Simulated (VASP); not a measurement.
OSZICAR of a VASP run on WS2 (2H layered):

**OSZICAR**
```
       N       E                     dE             d eps       ncg     rms          rms(c)
DAV:   1     0.528273756785E+03    0.52827E+03   -0.29133E+04  1648   0.169E+03
DAV:   2    -0.137064067627E+02   -0.54198E+03   -0.53100E+03  1714   0.454E+02
DAV:   3    -0.490044158063E+02   -0.35298E+02   -0.35077E+02  1911   0.104E+02
DAV:   4    -0.498723515469E+02   -0.86794E+00   -0.86590E+00  1834   0.166E+01
DAV:   5    -0.498949277435E+02   -0.22576E-01   -0.22570E-01  1877   0.273E+00    0.384E+01
DAV:   6    -0.475630324086E+02    0.23319E+01   -0.14101E+01  1728   0.217E+01    0.172E+01
DAV:   7    -0.473307637993E+02    0.23227E+00   -0.38963E+00  1745   0.916E+00    0.648E+00
DAV:   8    -0.472078352222E+02    0.12293E+00   -0.61571E-01  1959   0.466E+00    0.206E+00
DAV:   9    -0.472103272696E+02   -0.24920E-02   -0.64229E-02  2032   0.130E+00    0.104E+00
DAV:  10    -0.472081797653E+02    0.21475E-02   -0.32384E-02  1850   0.111E+00    0.320E-01
DAV:  11    -0.472078847866E+02    0.29498E-03   -0.51808E-03  1811   0.439E-01    0.166E-01
DAV:  12    -0.472078348338E+02    0.49953E-04   -0.22488E-04  1830   0.981E-02    0.776E-02
DAV:  13    -0.472078389371E+02   -0.41033E-05   -0.15159E-04  1860   0.666E-02    0.248E-02
DAV:  14    -0.472078402030E+02   -0.12659E-05   -0.83394E-06  1846   0.171E-02    0.145E-02
DAV:  15    -0.472078401661E+02    0.36901E-07   -0.69462E-07  1606   0.481E-03
   1 F= -.49896291E+02 E0= -.49896291E+02  d E =0.000000E+00
```

Task: Which electronic solver shows in the log?

Result: It is blocked Davidson (ALGO = Normal, or the opening steps of other solvers). The INCAR had ALGO = Normal.

Task: Can the final energy be trusted as converged?

Result: Self-consistency was reached. It stopped with EDIFF = 1E-7, NELM = 100 (PBE GGA with D4 dispersion, plane waves, VASP's PBE PAW potentials (set 64)).

The compound is WS2 in the 2H layered structure. It was relaxed first.
